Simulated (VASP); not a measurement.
Calculation: PBE GGA, VASP's PBE PAW potentials (set 64) (plane waves; VASP).

VASP ran on this input.

**POSCAR**
```
MgS
1
    0.0000000000     2.6568070000     2.5703360000
    2.5496310000     0.0000000000     2.5703360000
    2.5496310000     2.6568070000     0.0000000000
Mg S
1 1
Direct
  0.0000000000   0.0000000000   0.0000000000
  0.4942240000   0.5057760000   0.5057760000
```

INCAR:
```
! general
SYSTEM = MgS
PREC   = Accurate
ENCUT  = 400
LREAL  = .FALSE.
LASPH  = .TRUE.

! electronic loop
EDIFF  = 1E-6
NELM   = 100
ALGO   = Normal
IMIX   = 1
AMIX   = 0.05
BMIX   = 3.0

! smearing
ISMEAR = 0
SIGMA  = 0.05

! functional
GGA    = PE

! ions
ISIF   = 2

! output
LWAVE  = .FALSE.
LCHARG = .FALSE.
```

KPOINTS:
```
Automatic mesh
0
Gamma
8 8 8
0 0 0
```

POTCAR, in this order: Mg S (PBE.64 set). Program: vasp_std.

Output of the run:

File OSZICAR:
```
...
DAV:  12    -0.872495563425E+01    0.18023E-01   -0.16929E-03  1624   0.210E-01    0.357E+00
DAV:  13    -0.870832290725E+01    0.16633E-01   -0.15618E-03  1624   0.202E-01    0.346E+00
DAV:  14    -0.869296421774E+01    0.15359E-01   -0.14348E-03  1608   0.194E-01    0.335E+00
DAV:  15    -0.867877345065E+01    0.14191E-01   -0.13240E-03  1632   0.186E-01    0.325E+00
DAV:  16    -0.866565415581E+01    0.13119E-01   -0.12180E-03  1584   0.179E-01    0.315E+00
DAV:  17    -0.865351822702E+01    0.12136E-01   -0.11242E-03  1640   0.172E-01    0.305E+00
DAV:  18    -0.864228540249E+01    0.11233E-01   -0.10351E-03  1600   0.165E-01    0.295E+00
DAV:  19    -0.863188237554E+01    0.10403E-01   -0.95601E-04  1624   0.159E-01    0.286E+00
DAV:  20    -0.862224230408E+01    0.96401E-02   -0.88109E-04  1608   0.152E-01    0.277E+00
DAV:  21    -0.861330404198E+01    0.89383E-02   -0.81392E-04  1640   0.147E-01    0.269E+00
DAV:  22    -0.860501175447E+01    0.82923E-02   -0.75102E-04  1584   0.141E-01    0.260E+00
DAV:  23    -0.859731438764E+01    0.76974E-02   -0.69439E-04  1640   0.136E-01    0.252E+00
DAV:  24    -0.859016522976E+01    0.71492E-02   -0.64105E-04  1616   0.130E-01    0.244E+00
DAV:  25    -0.858352151562E+01    0.66437E-02   -0.59322E-04  1648   0.126E-01    0.237E+00
DAV:  26    -0.857734408948E+01    0.61774E-02   -0.54807E-04  1584   0.121E-01    0.229E+00
DAV:  27    -0.857159708712E+01    0.57470E-02   -0.50775E-04  1664   0.116E-01    0.222E+00
DAV:  28    -0.856624760734E+01    0.53495E-02   -0.46912E-04  1608   0.112E-01    0.215E+00
DAV:  29    -0.856126546389E+01    0.49821E-02   -0.43512E-04  1648   0.108E-01    0.208E+00
DAV:  30    -0.855662298201E+01    0.46425E-02   -0.40243E-04  1616   0.104E-01    0.202E+00
DAV:  31    -0.855229471783E+01    0.43283E-02   -0.37346E-04  1680   0.100E-01    0.196E+00
DAV:  32    -0.854825731410E+01    0.40374E-02   -0.34560E-04  1592   0.968E-02    0.189E+00
DAV:  33    -0.854448928514E+01    0.37680E-02   -0.32106E-04  1680   0.934E-02    0.183E+00
DAV:  34    -0.854097088164E+01    0.35184E-02   -0.29730E-04  1616   0.900E-02    0.178E+00
DAV:  35    -0.853768390868E+01    0.32870E-02   -0.27642E-04  1696   0.869E-02    0.172E+00
DAV:  36    -0.853461163220E+01    0.30723E-02   -0.25619E-04  1624   0.838E-02    0.167E+00
DAV:  37    -0.853173861332E+01    0.28730E-02   -0.23837E-04  1688   0.810E-02    0.161E+00
DAV:  38    -0.852905064506E+01    0.26880E-02   -0.22115E-04  1640   0.781E-02    0.156E+00
DAV:  39    -0.852653460066E+01    0.25160E-02   -0.20588E-04  1688   0.755E-02    0.151E+00
DAV:  40    -0.852417838740E+01    0.23562E-02   -0.19117E-04  1640   0.729E-02    0.147E+00
DAV:  41    -0.852197081785E+01    0.22076E-02   -0.17809E-04  1696   0.705E-02    0.142E+00
DAV:  42    -0.851990157681E+01    0.20692E-02   -0.16555E-04  1648   0.681E-02    0.138E+00
DAV:  43    -0.851796111573E+01    0.19405E-02   -0.15429E-04  1688   0.659E-02    0.133E+00
DAV:  44    -0.851614061515E+01    0.18205E-02   -0.14356E-04  1672   0.636E-02    0.129E+00
DAV:  45    -0.851443190215E+01    0.17087E-02   -0.13387E-04  1672   0.616E-02    0.125E+00
DAV:  46    -0.851282742588E+01    0.16045E-02   -0.12473E-04  1728   0.595E-02    0.121E+00
DAV:  47    -0.851132017613E+01    0.15072E-02   -0.11632E-04  1696   0.577E-02    0.117E+00
DAV:  48    -0.850990366754E+01    0.14165E-02   -0.10850E-04  1712   0.558E-02    0.113E+00
DAV:  49    -0.850857188449E+01    0.13318E-02   -0.10125E-04  1680   0.540E-02    0.110E+00
DAV:  50    -0.850731924661E+01    0.12526E-02   -0.94528E-05  1720   0.523E-02    0.106E+00
DAV:  51    -0.850614057190E+01    0.11787E-02   -0.88272E-05  1696   0.506E-02    0.103E+00
DAV:  52    -0.850503105350E+01    0.11095E-02   -0.82476E-05  1720   0.490E-02    0.999E-01
DAV:  53    -0.850398622182E+01    0.10448E-02   -0.77069E-05  1696   0.475E-02    0.967E-01
DAV:  54    -0.850300192559E+01    0.98430E-03   -0.72071E-05  1744   0.460E-02    0.937E-01
DAV:  55    -0.850207430082E+01    0.92762E-03   -0.67383E-05  1696   0.446E-02    0.908E-01
DAV:  56    -0.850119975670E+01    0.87454E-03   -0.63073E-05  1720   0.433E-02    0.879E-01
DAV:  57    -0.850037495130E+01    0.82481E-03   -0.59011E-05  1720   0.419E-02    0.852E-01
DAV:  58    -0.849959676894E+01    0.77818E-03   -0.55250E-05  1736   0.407E-02    0.825E-01
DAV:  59    -0.849886230859E+01    0.73446E-03   -0.51754E-05  1728   0.395E-02    0.799E-01
DAV:  60    -0.849816886782E+01    0.69344E-03   -0.48481E-05  1720   0.383E-02    0.774E-01
DAV:  61    -0.849751392606E+01    0.65494E-03   -0.45449E-05  1728   0.371E-02    0.750E-01
DAV:  62    -0.849689513265E+01    0.61879E-03   -0.42599E-05  1760   0.360E-02    0.727E-01
DAV:  63    -0.849631029139E+01    0.58484E-03   -0.39953E-05  1728   0.350E-02    0.704E-01
DAV:  64    -0.849575735511E+01    0.55294E-03   -0.37485E-05  1776   0.339E-02    0.682E-01
DAV:  65    -0.849523440932E+01    0.52295E-03   -0.35167E-05  1736   0.330E-02    0.661E-01
DAV:  66    -0.849473966670E+01    0.49474E-03   -0.33020E-05  1768   0.320E-02    0.641E-01
DAV:  67    -0.849427145489E+01    0.46821E-03   -0.30997E-05  1744   0.311E-02    0.621E-01
DAV:  68    -0.849382821136E+01    0.44324E-03   -0.29132E-05  1816   0.302E-02    0.602E-01
DAV:  69    -0.849340847296E+01    0.41974E-03   -0.27354E-05  1760   0.293E-02    0.583E-01
DAV:  70    -0.849301087155E+01    0.39760E-03   -0.25730E-05  1808   0.285E-02    0.566E-01
DAV:  71    -0.849263412579E+01    0.37675E-03   -0.24172E-05  1768   0.277E-02    0.548E-01
DAV:  72    -0.849227703509E+01    0.35709E-03   -0.22749E-05  1808   0.269E-02    0.531E-01
DAV:  73    -0.849193847486E+01    0.33856E-03   -0.21384E-05  1760   0.262E-02    0.515E-01
DAV:  74    -0.849161739084E+01    0.32108E-03   -0.20139E-05  1824   0.254E-02    0.500E-01
DAV:  75    -0.849131279421E+01    0.30460E-03   -0.18938E-05  1760   0.247E-02    0.484E-01
DAV:  76    -0.849102375759E+01    0.28904E-03   -0.17847E-05  1816   0.240E-02    0.470E-01
DAV:  77    -0.849074941096E+01    0.27435E-03   -0.16792E-05  1776   0.234E-02    0.456E-01
DAV:  78    -0.849048893679E+01    0.26047E-03   -0.15830E-05  1824   0.227E-02    0.442E-01
DAV:  79    -0.849024156799E+01    0.24737E-03   -0.14904E-05  1776   0.221E-02    0.429E-01
DAV:  80    -0.849000658375E+01    0.23498E-03   -0.14057E-05  1840   0.215E-02    0.416E-01
DAV:  81    -0.848978330640E+01    0.22328E-03   -0.13240E-05  1768   0.209E-02    0.403E-01
DAV:  82    -0.848957109885E+01    0.21221E-03   -0.12498E-05  1848   0.204E-02    0.391E-01
DAV:  83    -0.848936936277E+01    0.20174E-03   -0.11775E-05  1800   0.198E-02    0.380E-01
DAV:  84    -0.848917753422E+01    0.19183E-03   -0.11119E-05  1848   0.193E-02    0.368E-01
DAV:  85    -0.848899508297E+01    0.18245E-03   -0.10482E-05  1784   0.188E-02    0.357E-01
DAV:  86    -0.848882151011E+01    0.17357E-03   -0.99021E-06  1864   0.183E-02    0.347E-01
DAV:  87    -0.848865634499E+01    0.16517E-03   -0.93366E-06  1784   0.178E-02    0.337E-01
DAV:  88    -0.848849914495E+01    0.15720E-03   -0.88273E-06  1848   0.173E-02    0.327E-01
DAV:  89    -0.848834949264E+01    0.14965E-03   -0.83252E-06  1792   0.169E-02    0.317E-01
DAV:  90    -0.848820699426E+01    0.14250E-03   -0.78728E-06  1840   0.164E-02    0.308E-01
DAV:  91    -0.848807127889E+01    0.13572E-03   -0.74326E-06  1752   0.160E-02    0.299E-01
DAV:  92    -0.848794199690E+01    0.12928E-03   -0.70299E-06  1824   0.156E-02    0.290E-01
DAV:  93    -0.848781881759E+01    0.12318E-03   -0.66365E-06  1728   0.152E-02    0.282E-01
DAV:  94    -0.848770142943E+01    0.11739E-03   -0.62820E-06  1792   0.148E-02    0.274E-01
DAV:  95    -0.848758953820E+01    0.11189E-03   -0.59323E-06  1728   0.144E-02    0.266E-01
DAV:  96    -0.848748286557E+01    0.10667E-03   -0.56132E-06  1728   0.140E-02    0.258E-01
DAV:  97    -0.848738114916E+01    0.10172E-03   -0.53078E-06  1680   0.136E-02    0.251E-01
DAV:  98    -0.848728414079E+01    0.97008E-04   -0.50188E-06  1656   0.133E-02    0.244E-01
DAV:  99    -0.848719160577E+01    0.92535E-04   -0.47504E-06  1704   0.129E-02    0.237E-01
DAV: 100    -0.848710332193E+01    0.88284E-04   -0.44908E-06  1648   0.126E-02
   1 F= -.84871033E+01 E0= -.84871033E+01  d E =-.448547E-17
```

**OUTCAR**
```
------------------------ aborting loop EDIFF was not reached (unconverged)  ----------------------------
  FORCE on cell =-STRESS in cart. coord.  units (eV):
  Direction    XX          YY          ZZ          XY          YZ          ZX
  --------------------------------------------------------------------------------------
  Total        1.1379391      0.1634436      0.8944575      0.0000000      0.0000000      0.0000000
  in kB       52.3567144      7.5200585     41.1540932      0.0000000      0.0000000      0.0000000
  external PRESSURE =      33.6769554 kB  Pullay stress =       0.0000000 kB
  volume of cell :       34.82
      direct lattice vectors                 reciprocal lattice vectors
     0.000000000  2.656807000  2.570336000    -0.196106809  0.188195831  0.194527097
     2.549631000  0.000000000  2.570336000     0.196106809 -0.188195831  0.194527097
     2.549631000  2.656807000  0.000000000     0.196106809  0.188195831 -0.194527097
 POSITION                                       TOTAL-FORCE (eV/Angst)
 -----------------------------------------------------------------------------------
      0.00000      0.00000      0.00000         0.118628      0.000000      0.000000
      2.57908      2.65681      2.57034        -0.118628      0.000000      0.000000
 -----------------------------------------------------------------------------------
    total drift:                               -0.001099     -0.000000     -0.000000
  FREE ENERGIE OF THE ION-ELECTRON SYSTEM (eV)
  ---------------------------------------------------
  free  energy   TOTEN  =        -8.4871033219 eV

  energy  without entropy=       -8.4871033219  energy(sigma->0) =       -8.48710332
```
(Selected blocks of OUTCAR.)

File stdout:
```
...
DAV:  81    -0.848978330640E+01    0.22328E-03   -0.13240E-05  1768   0.209E-02    0.403E-01
DAV:  82    -0.848957109885E+01    0.21221E-03   -0.12498E-05  1848   0.204E-02    0.391E-01
DAV:  83    -0.848936936277E+01    0.20174E-03   -0.11775E-05  1800   0.198E-02    0.380E-01
DAV:  84    -0.848917753422E+01    0.19183E-03   -0.11119E-05  1848   0.193E-02    0.368E-01
DAV:  85    -0.848899508297E+01    0.18245E-03   -0.10482E-05  1784   0.188E-02    0.357E-01
DAV:  86    -0.848882151011E+01    0.17357E-03   -0.99021E-06  1864   0.183E-02    0.347E-01
DAV:  87    -0.848865634499E+01    0.16517E-03   -0.93366E-06  1784   0.178E-02    0.337E-01
DAV:  88    -0.848849914495E+01    0.15720E-03   -0.88273E-06  1848   0.173E-02    0.327E-01
DAV:  89    -0.848834949264E+01    0.14965E-03   -0.83252E-06  1792   0.169E-02    0.317E-01
DAV:  90    -0.848820699426E+01    0.14250E-03   -0.78728E-06  1840   0.164E-02    0.308E-01
DAV:  91    -0.848807127889E+01    0.13572E-03   -0.74326E-06  1752   0.160E-02    0.299E-01
DAV:  92    -0.848794199690E+01    0.12928E-03   -0.70299E-06  1824   0.156E-02    0.290E-01
DAV:  93    -0.848781881759E+01    0.12318E-03   -0.66365E-06  1728   0.152E-02    0.282E-01
DAV:  94    -0.848770142943E+01    0.11739E-03   -0.62820E-06  1792   0.148E-02    0.274E-01
DAV:  95    -0.848758953820E+01    0.11189E-03   -0.59323E-06  1728   0.144E-02    0.266E-01
DAV:  96    -0.848748286557E+01    0.10667E-03   -0.56132E-06  1728   0.140E-02    0.258E-01
DAV:  97    -0.848738114916E+01    0.10172E-03   -0.53078E-06  1680   0.136E-02    0.251E-01
DAV:  98    -0.848728414079E+01    0.97008E-04   -0.50188E-06  1656   0.133E-02    0.244E-01
DAV:  99    -0.848719160577E+01    0.92535E-04   -0.47504E-06  1704   0.129E-02    0.237E-01
DAV: 100    -0.848710332193E+01    0.88284E-04   -0.44908E-06  1648   0.126E-02

 -----------------------------------------------------------------------------
|                                                                             |
|           W    W    AA    RRRRR   N    N  II  N    N   GGGG   !!!           |
|           W    W   A  A   R    R  NN   N  II  NN   N  G    G  !!!           |
|           W    W  A    A  R    R  N N  N  II  N N  N  G       !!!           |
|           W WW W  AAAAAA  RRRRR   N  N N  II  N  N N  G  GGG   !            |
|           WW  WW  A    A  R   R   N   NN  II  N   NN  G    G                |
|           W    W  A    A  R    R  N    N  II  N    N   GGGG   !!!           |
|                                                                             |
|     The electronic self-consistency was not achieved in the given           |
|     number of steps (NELM). The forces and other quantities evaluated       |
|     might not be reliable so examine the results carefully. If you find     |
|     spurious results, we suggest increasing NELM, if you were close to      |
|     convergence or switching to a different ALGO or adjusting the           |
|     density mixing parameters otherwise.                                    |
|                                                                             |
 -----------------------------------------------------------------------------

   1 F= -.84871033E+01 E0= -.84871033E+01  d E =-.448547E-17
```

Convergence was not reached.

The compound is MgS in the rock salt structure. The cell was not relaxed at this level, atoms are displaced from their ideal sites. The run is one of a series of settings (AMIX = 0.05, BMIX = 3.0, IMIX = 1 against the base run), some of them coarse on purpose.
